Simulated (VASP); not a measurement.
Input:

```
SnTe
1.0
    4.75474     0.00000     0.00000
   -2.37737     4.11773     0.00000
    0.00000     0.00000    14.00000
Sn Te
1 1
Direct
  0.66667   0.33333   0.50000
  0.33333   0.66667   0.50000
```

All values below come from PBE GGA, VASP's PBE PAW potentials (set 64) (plane waves; VASP). Numerical set-up: 300 eV cut-off, 8×8×1 Γ-centred mesh, Fermi-Dirac smearing of 0.10 eV, potentials Sn_d Te.

The cell holds a wide vacuum, so values per volume refer to the whole cell. Unless said otherwise, spin-orbit coupling is left out, though it shifts the bands of the heavy elements here.

### Question
What does the run give for the energy per atom (σ→0), band gap (on the k-mesh) with the smallest direct gap where there is one?

### Answer

```yaml
band gap (on the k-mesh): none (metal, semimetal or under 0.01 eV)
energy per atom (σ→0): -2.992 eV/atom
```

The cell is a sheet with vacuum, built from a generated structure.
